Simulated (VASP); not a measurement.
Level of theory: LDA (Ceperley-Alder, Perdew-Zunger), VASP's LDA PAW potentials (set 64) (plane waves; VASP 6.6.1).

Gaps are without spin-orbit coupling.

**Question.** Order these relaxed crystals by band gap, smallest first: Mg2TeS, R3m (160); BN, F-43m (216); TlBr, Cmcm (63); SrO, Fm-3m (225).

**Answer.** Mg2TeS, R3m (160) (1.39 eV), TlBr, Cmcm (63) (1.62 eV), SrO, Fm-3m (225) (3.07 eV), BN, F-43m (216) (4.37 eV)
